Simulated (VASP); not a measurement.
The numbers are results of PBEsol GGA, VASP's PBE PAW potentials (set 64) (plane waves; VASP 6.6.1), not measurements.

Input for VASP

**KPOINTS**
```
Automatic mesh
0
Gamma
11 7 1
0 0 0
```

POSCAR:
```
Co(100) slab
1.0
  2.4553364563   0.0000000000   0.0000000000
  0.0000000000   3.9603963922   0.0000000000
  0.0000000000   0.0000000000  25.3052443446
Co
10
Cartesian
  1.2276682281   1.9801981961   8.7297685410
  0.0000000000   0.0000000000   8.1140522624
  0.0000000000   1.9801981961  10.8682549417
  1.2276682281   0.0000000000  10.1643679596
  1.2276682281   1.9801981961  12.9992814653
  0.0000000000   0.0000000000  12.3059628793
  0.0000000000   1.9801981961  15.1408763850
  1.2276682281   0.0000000000  14.4369894029
  1.2276682281   1.9801981961  17.1911920822
  0.0000000000   0.0000000000  16.5754758036
```

### INCAR
```
# general
SYSTEM =Co(100) slab
PREC   =Normal
ENCUT  =400
LREAL  =F
LASPH  =T

# electronic loop
EDIFF  =1E-6
NELM   =100
NELMIN =4
ALGO   =Normal
LMAXMIX=4

# smearing
ISMEAR =1
SIGMA  =0.1

# functional
GGA    =PS

# spin
ISPIN  =2
MAGMOM =10*1.8

# output
LWAVE  =F
LCHARG =F
LORBIT =11
LVHAR  =T

# other
LDIPOL =T
IDIPOL =3
DIPOL  =0.5 0.5 0.5
```

POTCAR, in this order: Co (PBE.64 set). Program: vasp_std. Read from the step before: WAVECAR.

**Question.** What does the run give for the energy per atom (σ→0), cell moment, band gap (on the k-mesh)?

**Answer.** 
```
Property                                                    Result
------------------------  ----------------------------------------
energy per atom (σ→0)                               -7.412 eV/atom
cell moment                                               16.52 μB
band gap (on the k-mesh)  none (metal, semimetal or under 0.01 eV)
```

**OSZICAR**
```
...
DAV:   1    -0.741234141423E+02   -0.74123E+02   -0.19017E-04  7610   0.261E-01    0.168E-01
DAV:   2    -0.741288892803E+02   -0.54751E-02   -0.86814E-03  7528   0.207E+00    0.121E+00
DAV:   3    -0.741232828097E+02    0.56065E-02   -0.66240E-03  7127   0.181E+00    0.149E-01
DAV:   4    -0.741232845878E+02   -0.17781E-05   -0.47750E-04  8364   0.307E-01    0.413E-02
DAV:   5    -0.741232917884E+02   -0.72006E-05   -0.71745E-05  8008   0.132E-01    0.429E-02
DAV:   6    -0.741232827281E+02    0.90603E-05   -0.22796E-05  6789   0.900E-02    0.853E-03
DAV:   7    -0.741232820437E+02    0.68442E-06   -0.33710E-06  5328   0.231E-02
   1 F= -.74123282E+02 E0= -.74123890E+02  d E =0.182468E-02  mag=    16.5242
```

The cell is a thin slab with vacuum, built from Co (hcp): (100) face.
